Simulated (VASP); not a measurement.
# V: convergence with the precision settings and PAW data sets

Aim: find what the precision settings and PAW data sets change for V, and what they cost. The series runs use LDA. The precision settings tried: PREC = Low; PREC = Medium; PREC = Normal; PREC = Single; PREC = Accurate; LREAL = Auto; ADDGRID = .TRUE.; LASPH = .TRUE.. The PAW data sets tried: minimal 64: V; recommended 64: V_sv; recommended 54: V_sv; gw 64: V_sv_GW. The start is a cell from a database of measured crystal structures.

Method: LDA, spin-polarised from a ferromagnetic start (one magnetic atom a cell); plane waves and PAW (V_sv), in the first sound run; inputs show where later runs differ, in VASP 6.6.1.

### 1. The structure

The structure is cubic, space group Im-3m (No. 229). Conventional cell: a = 3.029 Å, b = 3.029 Å, c = 3.029 Å, α = 90.00°, β = 90.00°, γ = 90.00°. Nearest to V lie 8 V at 2.62 Å.

Coordinates:

```cif
data_structure
_symmetry_space_group_name_H-M 'P 1'
_symmetry_Int_Tables_number 1
_cell_length_a 2.6229
_cell_length_b 2.6229
_cell_length_c 2.6229
_cell_angle_alpha 109.471
_cell_angle_beta 109.471
_cell_angle_gamma 109.471
_cell_volume 13.89
loop_
_atom_site_label
_atom_site_type_symbol
_atom_site_fract_x
_atom_site_fract_y
_atom_site_fract_z
_atom_site_occupancy
V1 V 0.00000 0.00000 0.00000 1
```

### 2. Precision settings: PREC = Low

PREC sets the FFT grids, and LREAL, ADDGRID and LASPH trade speed for accuracy. LDA, the lowest rung, knows the local density alone.

The input, INCAR:

```
SYSTEM = V
PREC = Low
ENCUT = 400
EDIFF = 1E-06
NELM = 100
ISMEAR = -1
SIGMA = 0.05
LREAL = .FALSE.
ALGO = Normal
GGA = CA
NBANDS = 13
ISPIN = 2
MAGMOM = 2
LMAXMIX = 4
LORBIT = 11
LWAVE = .FALSE.
LCHARG = .FALSE.
KPAR = 2
ISIF = 2
```

The input, POSCAR:

```
V
1.0
   -1.5143500000      1.5143500000      1.5143500000
    1.5143500000     -1.5143500000      1.5143500000
    1.5143500000      1.5143500000     -1.5143500000
V
1
Direct
    0.0000000000      0.0000000000      0.0000000000
```

The input, KPOINTS:

```
Automatic mesh
0
Gamma
12 12 12
0 0 0
```

PAW data sets: V_sv (PBE family, release 64).

The run is started by

```sh
mpirun -np 2 vasp_std
```

The log of the run:

```text
[banner, memory and clock lines left out]
running    2 mpi-ranks, on    1 nodes
 distrk:  each k-point on    1 cores,    2 groups
 distr:  one band on    1 cores,    1 groups

 POSCAR found type information on POSCAR V
 POSCAR found :  1 types and       1 ions
|                                                                             |
|               ----> ADVICE to this user running VASP <----                  |
|                                                                             |
|     You enforced a specific xc type in the INCAR file but a different       |
|     [... a line on the potential file left out ...]
|     I HOPE YOU KNOW WHAT YOU ARE DOING!                                     |
|                                                                             |

 LDA part: xc-table for (Slater(with rela. corr.)+CA(PZ))
 , standard interpolation
 POSCAR, INCAR and KPOINTS ok, starting setup
 FFT: planning ... GRIDC
 FFT: planning ... GRID_SOFT
 FFT: planning ... GRID
 WAVECAR not read
 entering main loop
       N       E                     dE             d eps       ncg     rms          rms(c)
DAV:   1     0.750837511489E+02    0.75084E+02   -0.60199E+03  3781   0.909E+02
DAV:   2    -0.100194602807E+02   -0.85103E+02   -0.82396E+02  3909   0.277E+02
DAV:   3    -0.110245325761E+02   -0.10051E+01   -0.10039E+01  4069   0.349E+01
DAV:   4    -0.110287670328E+02   -0.42345E-02   -0.42344E-02  4169   0.237E+00
DAV:   5    -0.110288079464E+02   -0.40914E-04   -0.40914E-04  4119   0.218E-01    0.205E+01
DAV:   6    -0.990900727581E+01    0.11198E+01   -0.32127E+00  3874   0.283E+01    0.245E+00
DAV:   7    -0.991587233574E+01   -0.68651E-02   -0.93001E-02  3894   0.329E+00    0.179E+00
DAV:   8    -0.991645149638E+01   -0.57916E-03   -0.61530E-03  3949   0.943E-01    0.806E-01
DAV:   9    -0.991259567839E+01    0.38558E-02   -0.17965E-03  4009   0.604E-01    0.207E-01
DAV:  10    -0.991273844303E+01   -0.14276E-03   -0.59285E-04  3844   0.266E-01    0.457E-02
DAV:  11    -0.991275597283E+01   -0.17530E-04   -0.13923E-05  3869   0.479E-02    0.223E-02
DAV:  12    -0.991276041994E+01   -0.44471E-05   -0.16584E-06  3024   0.159E-02    0.707E-03
DAV:  13    -0.991276085427E+01   -0.43433E-06   -0.13754E-07  1897   0.390E-03
   1 F= -.99127609E+01 E0= -.99033800E+01  d E =-.187617E-01  mag=     0.0009
```

Elapsed: 6 s, on 2 MPI ranks of AMD EPYC 7R43, shared host; peak memory 0.15 GiB; 11 s of CPU time.

The logs omit lines about the potential files and the build; timing stands in the text.

From OUTCAR (step 2):

```text
ion  position               nearest neighbor table
   1  0.000  0.000  0.000-

  LATTYP: Found a body centered cubic cell.
 ALAT       =     3.0287000000

 Subroutine GETGRP returns: Found 48 space group operations
 (whereof 48 operations were pure point group operations)

The static configuration has the point symmetry O_h .

 Found     72 irreducible k-points:

   k-points           NKPTS =     72   k-points in BZ     NKDIM =     72   number of bands    NBANDS=     13

   dimension x,y,z NGX =    14 NGY =   14 NGZ =   14
   dimension x,y,z NGXF=    14 NGYF=   14 NGZF=   14

   ENCUT  =  400.0 eV  29.40 Ry    5.42 a.u.   4.28  4.28  4.28*2*pi/ulx,y,z

   NELECT =      13.0000    total number of electrons

 k-points in reciprocal lattice and weights: Automatic mesh
   0.00000000  0.00000000  0.00000000       0.001
   0.08333333  0.00000000  0.00000000       0.007
   0.16666667  0.00000000  0.00000000       0.007
   0.25000000  0.00000000  0.00000000       0.007
   0.33333333  0.00000000  0.00000000       0.007
   0.41666667  0.00000000  0.00000000       0.007
   0.50000000  0.00000000  0.00000000       0.003
   0.08333333  0.08333333  0.00000000       0.014
   0.16666667  0.08333333 -0.00000000       0.028
[...]
0.50000000  0.50000000  0.41666667       0.007
   0.50000000  0.50000000  0.50000000       0.001

 average (electrostatic) potential at core
       1 -70.2455

 E-fermi :   8.9872

 spin component 1
 k-point     1 :       0.0000    0.0000    0.0000
  band No.  band energies     occupation
      1     -53.9865      1.00000
      2     -27.7380      1.00000
      3     -27.7380      1.00000
      4     -27.7378      1.00000
      5       2.5504      1.00000
      6       9.3759      0.00042
      7       9.3759      0.00042
      8       9.3765      0.00042
      9      11.2913      0.00000
     10      11.2913      0.00000
    ...

 k-point     2 :       0.0833    0.0000    0.0000
  band No.  band energies     occupation
      1     -53.9740      1.00000
      2     -27.7962      1.00000
      3     -27.7557      1.00000
      4     -27.7383      1.00000
      5       2.8223      1.00000
      6       9.2637      0.00396
      7       9.3500      0.00071
      8       9.5688      0.00001
      9      11.1689      0.00000
     10      11.2993      0.00000
    ...

 k-point     3 :       0.1667    0.0000    0.0000
  band No.  band energies     occupation
    ...
      2     -27.9561      1.00000
      3     -27.8050      1.00000
      4     -27.7394      1.00000
      5       3.5863      1.00000
      6       8.9686      0.59199
      7       9.2060      0.01243
      8      10.1178      0.00000
      9      10.9790      0.00000
     10      11.3300      0.00000
     11      27.2108      0.00000
    ...

 k-point     4 :       0.2500    0.0000    0.0000
  band No.  band energies     occupation
    ...
      3     -27.8717      1.00000
      4     -27.7411      1.00000
      5       4.6507      1.00000
      6       8.5902      0.99964
      7       8.9736      0.56761
      8      10.9380      0.00000
      9      10.9837      0.00000
     10      11.3970      0.00000
     11      24.7957      0.00000
     12      27.3575      0.00000
    ...

 k-point     5 :       0.3333    0.0000    0.0000
  band No.  band energies     occupation
    ...
      2     -28.3768      1.00000
      3     -27.9379      1.00000
      4     -27.7429      1.00000
      5       5.5639      1.00000
      6       8.2359      1.00000
      7       9.1291      0.05537
      8      11.1437      0.00000
      9      11.4946      0.00000
     10      11.8656      0.00000
     11      22.1102      0.00000
    ...

 k-point     6 :       0.4167    0.0000    0.0000
  band No.  band energies     occupation
    ...
      2     -28.5264      1.00000
      3     -27.9857      1.00000
      4     -27.7441      1.00000
      5       5.8951      1.00000
      6       7.9903      1.00000
      7       9.9955      0.00000
      8      11.2848      0.00000
      9      11.5880      0.00000
     10      12.6419      0.00000
     11      19.8102      0.00000
    ...

  Total       -1.5755924     -1.5755924     -1.5755924      0.0000000      0.0000000     -0.0000000
  in kB     -181.7254260   -181.7254260   -181.7254260      0.0000000      0.0000000     -0.0000000
  external PRESSURE =    -181.7254260 kB  Pullay stress =       0.0000000 kB

  energy-cutoff  :      400.00
  volume of cell :       13.89
      direct lattice vectors                 reciprocal lattice vectors
    -1.514350000  1.514350000  1.514350000     0.000000000  0.330174662  0.330174662
     1.514350000 -1.514350000  1.514350000     0.330174662  0.000000000  0.330174662
     1.514350000  1.514350000 -1.514350000     0.330174662  0.330174662  0.000000000

 POSITION                                       TOTAL-FORCE (eV/Angst)
 -----------------------------------------------------------------------------------
      0.00000      0.00000      0.00000        -0.000000      0.000000     -0.000000
 -----------------------------------------------------------------------------------
    total drift:                               -0.000000      0.000000      0.000000

  FREE ENERGIE OF THE ION-ELECTRON SYSTEM (eV)
  ---------------------------------------------------
  free  energy   TOTEN  =        -9.9127608543 eV

  energy  without entropy=       -9.8939991197  energy(sigma->0) =       -9.90337999

 total charge
# of ion       s       p       d       tot
------------------------------------------
    1        2.334   6.209   3.091  11.634

 magnetization (x)
# of ion       s       p       d       tot
------------------------------------------
    1        0.000   0.000   0.001   0.001

[... 6 further parts left out ...]
```

The moments of the start collapse, so the state is non-magnetic; other starts or orders were not tried. The PAW data sets were made with PBE, though LDA sets exist; this is a small mismatch.

Numbers from this step:

```
SCF cycles                                        : 13
electrons                                         : 13
bands                                             : 13
irreducible k-points                              : 72
symmetry operations                               : 48
free energy (TOTEN)                               : -9.913 eV
energy at zero smearing                           : -9.903 eV
Fermi energy                                      : 8.987 eV
pressure                                          : -18.17 GPa
moment of the cell, from the last line of the log : 0 μB
metallic                                          : yes
```

Spin moment in the PAW sphere by atom:

```tsv
atom	spin moment in the PAW sphere (μB)
V1	0.0010
```

The series starts at -9.9034 eV an atom and -18.17 GPa, after 13 cycles in 6 s.

### 3. Precision settings: PREC = Medium

INCAR, as its differences from that of step 2:

```diff
@@ -1,3 +1,3 @@
 SYSTEM = V
-PREC = Low
+PREC = Medium
 ENCUT = 400
```

POSCAR is that of step 2.

KPOINTS is that of step 2.

The run is started by

```sh
mpirun -np 2 vasp_std
```

The log of the run:

```text
[banner, memory and clock lines left out]
running    2 mpi-ranks, on    1 nodes
[...]
[... a notice as in an earlier step ...]

 LDA part: xc-table for (Slater(with rela. corr.)+CA(PZ))
 , standard interpolation
 POSCAR, INCAR and KPOINTS ok, starting setup
[...]
entering main loop
       N       E                     dE             d eps       ncg     rms          rms(c)
DAV:   1     0.750857910784E+02    0.75086E+02   -0.60199E+03  3781   0.909E+02
DAV:   2    -0.100174739836E+02   -0.85103E+02   -0.82396E+02  3909   0.277E+02
DAV:   3    -0.110225369487E+02   -0.10051E+01   -0.10039E+01  4069   0.349E+01
DAV:   4    -0.110267712963E+02   -0.42343E-02   -0.42343E-02  4169   0.237E+00
[...]
DAV:  11    -0.991029601984E+01   -0.17497E-04   -0.13922E-05  3869   0.479E-02    0.223E-02
DAV:  12    -0.991030045993E+01   -0.44401E-05   -0.16585E-06  3029   0.159E-02    0.706E-03
DAV:  13    -0.991030089045E+01   -0.43053E-06   -0.13742E-07  1897   0.390E-03
   1 F= -.99103009E+01 E0= -.99009229E+01  d E =-.187560E-01  mag=     0.0009
```

It took 6 s on 2 MPI ranks; peak memory 0.16 GiB; 11 s of CPU time.

From OUTCAR (step 3):

```text
  Total       -1.6101201     -1.6101201     -1.6101201      0.0000000      0.0000000     -0.0000000
  in kB     -185.7077734   -185.7077734   -185.7077734      0.0000000      0.0000000     -0.0000000
  external PRESSURE =    -185.7077734 kB  Pullay stress =       0.0000000 kB

 POSITION                                       TOTAL-FORCE (eV/Angst)
 -----------------------------------------------------------------------------------
      0.00000      0.00000      0.00000         0.000000     -0.000000      0.000000
 -----------------------------------------------------------------------------------
    total drift:                                0.000000      0.000000      0.000000

  FREE ENERGIE OF THE ION-ELECTRON SYSTEM (eV)
  ---------------------------------------------------
  free  energy   TOTEN  =        -9.9103008905 eV

  energy  without entropy=       -9.8915448652  energy(sigma->0) =       -9.90092288

[... 3 parts as in an earlier step ...]

[... 1 further part left out ...]
[key lines of the parts left out:]
E-fermi :   8.9874
```

Against the first of the series the energy moves by +2.46 meV an atom and the pressure by -0.40 GPa, after 13 cycles in 6 s.

### 4. Precision settings: PREC = Normal

INCAR, as its differences from that of step 3:

```diff
@@ -1,3 +1,3 @@
 SYSTEM = V
-PREC = Medium
+PREC = Normal
 ENCUT = 400
```

POSCAR is that of step 3.

KPOINTS is that of step 3.

The run is started by

```sh
mpirun -np 2 vasp_std
```

The log of the run:

```text
[... set-up lines as in an earlier step ...]
 entering main loop
       N       E                     dE             d eps       ncg     rms          rms(c)
DAV:   1     0.750860936569E+02    0.75086E+02   -0.60199E+03  3781   0.909E+02
DAV:   2    -0.100172041038E+02   -0.85103E+02   -0.82396E+02  3909   0.277E+02
DAV:   3    -0.110222684552E+02   -0.10051E+01   -0.10039E+01  4069   0.349E+01
DAV:   4    -0.110265028107E+02   -0.42344E-02   -0.42343E-02  4169   0.237E+00
[...]
DAV:  11    -0.990998648140E+01   -0.17498E-04   -0.13921E-05  3869   0.479E-02    0.223E-02
DAV:  12    -0.990999092013E+01   -0.44387E-05   -0.16581E-06  3024   0.159E-02    0.706E-03
DAV:  13    -0.990999135243E+01   -0.43230E-06   -0.13739E-07  1902   0.390E-03
   1 F= -.99099914E+01 E0= -.99006135E+01  d E =-.187558E-01  mag=     0.0009
```

The job ended after 6.2 s (2 MPI ranks; peak memory 0.16 GiB; 11 s of CPU time).

Parts of OUTCAR (step 4):

```text
  Total       -1.6090290     -1.6090290     -1.6090290      0.0000000      0.0000000      0.0000000
  in kB     -185.5819314   -185.5819314   -185.5819314      0.0000000      0.0000000      0.0000000
  external PRESSURE =    -185.5819314 kB  Pullay stress =       0.0000000 kB

 POSITION                                       TOTAL-FORCE (eV/Angst)
 -----------------------------------------------------------------------------------
      0.00000      0.00000      0.00000         0.000000      0.000000      0.000000
 -----------------------------------------------------------------------------------
    total drift:                               -0.000000      0.000000      0.000000

  FREE ENERGIE OF THE ION-ELECTRON SYSTEM (eV)
  ---------------------------------------------------
  free  energy   TOTEN  =        -9.9099913524 eV

  energy  without entropy=       -9.8912355499  energy(sigma->0) =       -9.90061345

[... 3 parts as in an earlier step ...]

[... 1 further part left out ...]
[key lines of the parts left out:]
E-fermi :   8.9874
```

Against the first of the series the energy moves by +2.77 meV an atom and the pressure by -0.39 GPa, after 13 cycles in 6.2 s.

### 5. Precision settings: PREC = Single

INCAR, as its differences from that of step 4:

```diff
@@ -1,3 +1,3 @@
 SYSTEM = V
-PREC = Normal
+PREC = Single
 ENCUT = 400
```

POSCAR is that of step 4.

KPOINTS is that of step 4.

The run is started by

```sh
mpirun -np 2 vasp_std
```

The log of the run:

```text
[... set-up lines as in an earlier step ...]
 entering main loop
       N       E                     dE             d eps       ncg     rms          rms(c)
DAV:   1     0.750858312387E+02    0.75086E+02   -0.60198E+03  3781   0.909E+02
DAV:   2    -0.100176064842E+02   -0.85103E+02   -0.82396E+02  3909   0.277E+02
DAV:   3    -0.110226663314E+02   -0.10051E+01   -0.10039E+01  4069   0.349E+01
DAV:   4    -0.110269003935E+02   -0.42341E-02   -0.42340E-02  4169   0.237E+00
[...]
DAV:  11    -0.991045616621E+01   -0.17502E-04   -0.13920E-05  3869   0.479E-02    0.223E-02
DAV:  12    -0.991046060588E+01   -0.44397E-05   -0.16586E-06  3029   0.159E-02    0.706E-03
DAV:  13    -0.991046103831E+01   -0.43242E-06   -0.13747E-07  1897   0.390E-03
   1 F= -.99104610E+01 E0= -.99010826E+01  d E =-.187569E-01  mag=     0.0009
```

Run time: 10 s. Hardware: 2 MPI ranks; peak memory 0.15 GiB.

Parts of OUTCAR (step 5):

```text
  Total       -1.6036171     -1.6036171     -1.6036171      0.0000000      0.0000000     -0.0000000
  in kB     -184.9577240   -184.9577240   -184.9577240      0.0000000      0.0000000     -0.0000000
  external PRESSURE =    -184.9577240 kB  Pullay stress =       0.0000000 kB

 POSITION                                       TOTAL-FORCE (eV/Angst)
 -----------------------------------------------------------------------------------
      0.00000      0.00000      0.00000         0.000000      0.000000      0.000000
 -----------------------------------------------------------------------------------
    total drift:                               -0.000000     -0.000000      0.000000

  FREE ENERGIE OF THE ION-ELECTRON SYSTEM (eV)
  ---------------------------------------------------
  free  energy   TOTEN  =        -9.9104610383 eV

  energy  without entropy=       -9.8917041788  energy(sigma->0) =       -9.90108261

[... 3 parts as in an earlier step ...]

[... 1 further part left out ...]
[key lines of the parts left out:]
E-fermi :   8.9874
```

Against the first of the series the energy moves by +2.30 meV an atom and the pressure by -0.32 GPa, after 13 cycles in 10 s.

### 6. Precision settings: PREC = Accurate

INCAR, as its differences from that of step 5:

```diff
@@ -1,3 +1,3 @@
 SYSTEM = V
-PREC = Single
+PREC = Accurate
 ENCUT = 400
```

POSCAR is that of step 5.

KPOINTS is that of step 5.

The run is started by

```sh
mpirun -np 2 vasp_std
```

The log of the run:

```text
[... set-up lines as in an earlier step ...]
 entering main loop
       N       E                     dE             d eps       ncg     rms          rms(c)
DAV:   1     0.750863035544E+02    0.75086E+02   -0.60198E+03  3781   0.909E+02
DAV:   2    -0.100171714265E+02   -0.85103E+02   -0.82396E+02  3909   0.277E+02
DAV:   3    -0.110222326047E+02   -0.10051E+01   -0.10039E+01  4069   0.349E+01
DAV:   4    -0.110264666777E+02   -0.42341E-02   -0.42340E-02  4169   0.237E+00
[...]
DAV:  11    -0.990994415195E+01   -0.17498E-04   -0.13920E-05  3869   0.479E-02    0.223E-02
DAV:  12    -0.990994859086E+01   -0.44389E-05   -0.16580E-06  3024   0.159E-02    0.706E-03
DAV:  13    -0.990994902287E+01   -0.43201E-06   -0.13738E-07  1897   0.390E-03
   1 F= -.99099490E+01 E0= -.99005712E+01  d E =-.187557E-01  mag=     0.0009
```

The job ended after 10 s (2 MPI ranks; peak memory 0.16 GiB; 19 s of CPU time).

From OUTCAR (step 6):

```text
  Total       -1.6072434     -1.6072434     -1.6072434      0.0000000     -0.0000000     -0.0000000
  in kB     -185.3759833   -185.3759833   -185.3759833      0.0000000     -0.0000000     -0.0000000
  external PRESSURE =    -185.3759833 kB  Pullay stress =       0.0000000 kB

 POSITION                                       TOTAL-FORCE (eV/Angst)
 -----------------------------------------------------------------------------------
      0.00000      0.00000      0.00000        -0.000000     -0.000000      0.000000
 -----------------------------------------------------------------------------------
    total drift:                                0.000000     -0.000000      0.000000

  FREE ENERGIE OF THE ION-ELECTRON SYSTEM (eV)
  ---------------------------------------------------
  free  energy   TOTEN  =        -9.9099490229 eV

  energy  without entropy=       -9.8911932897  energy(sigma->0) =       -9.90057116

[... 3 parts as in an earlier step ...]

[... 1 further part left out ...]
[key lines of the parts left out:]
E-fermi :   8.9874
```

Against the first of the series the energy moves by +2.81 meV an atom and the pressure by -0.37 GPa, after 13 cycles in 10 s.

[end of part 1 of 2]

[Lines on the potential files, build, host, timing and source positions are cut from VASP's logs without a mark.]

[Logs are printed without paths, hosts, clocks, repeated set-up lines and the standing remarks that a program may print on its own settings, such as how far it seeks lower states.]

[Hosts, paths, dates, database ids (printed as entryN), source tags and the programs' standing remarks are cut or masked in the printed files.]

[A measured line is paired with the nearest computed mode of its activity, which favours agreement.]
